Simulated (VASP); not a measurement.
VASP ran on this input.

### INCAR
```
! general
SYSTEM  = SnGe
PREC    = Accurate
ENCUT   = 400   ! plane-wave cut-off (eV)
LREAL   = .FALSE.
LASPH   = .TRUE.   ! aspherical one-centre terms

! electronic loop
EDIFF   = 1E-7   ! SCF stop (eV)
NELM    = 100   ! most electronic steps
ALGO    = Normal   ! blocked Davidson
LMAXMIX = 4

! smearing
ISMEAR  = -5

! functional
GGA     = PS

! ions
ISIF    = 2

! output
LWAVE   = .FALSE.
LCHARG  = .TRUE.
LORBIT  = 11   ! lm-projected
NEDOS   = 601   ! DOS grid

! other
LEFG    = .TRUE.
```

POSCAR:
```
SnGe
1
    3.8826541532     0.0000000000     0.0000000000
   -0.0000000000     3.8826541532     0.0000000000
    0.0000000000     0.0000000000     7.4565303368
Sn Ge
2 2
Direct
  0.0000000000   0.5000000000   0.0000000000
  0.5000000000   0.0000000000   0.5000000000
  0.0000000000   0.0000000000   0.2500000000
  0.0000000000   0.0000000000   0.7500000000
```

KPOINTS:
```
Automatic mesh
0
Gamma
9 9 5
0 0 0
```

POTCAR, in this order: Sn_d Ge_d (PBE.64 set). Program: vasp_std.

Problem. Translate this PBEsol calculation to Quantum ESPRESSO's pw.x.

Solution. One equivalent input (not run):
```
&CONTROL
  calculation = 'scf'
  pseudo_dir = './pseudo'
  outdir = './out'
  tprnfor = .true.
  tstress = .true.
/
&SYSTEM
  ibrav = 0
  nat = 4
  ntyp = 2
  ecutwfc = 78
  occupations = 'tetrahedra'
  input_dft = 'pbesol'
/
&ELECTRONS
  conv_thr = 7.3e-09
  electron_maxstep = 100
/
ATOMIC_SPECIES
  Sn 118.710 Sn.upf
  Ge 72.630 Ge.upf
CELL_PARAMETERS angstrom
     3.8826542    0.0000000    0.0000000
    -0.0000000    3.8826542    0.0000000
     0.0000000    0.0000000    7.4565303
ATOMIC_POSITIONS crystal
  Sn   0.0000000  0.5000000  0.0000000
  Sn   0.5000000  0.0000000  0.5000000
  Ge   0.0000000  0.0000000  0.2500000
  Ge   0.0000000  0.0000000  0.7500000
K_POINTS automatic
  9 9 5 0 0 0
```
The two are equivalent in intent, not identical: the potentials are each code's own (VASP's PAW set, PseudoDojo norm-conserving files in pw.x), so ENCUT and ecutwfc are chosen apart and not converted; conv_thr bounds pw.x's estimated SCF error, while EDIFF bounds the energy change between steps; the field gradients of LEFG aren't asked of the other code.

The structure was generated: SnGe was put into the PtS type (P4_2/mmc), which need not be its known phase. It was relaxed first.
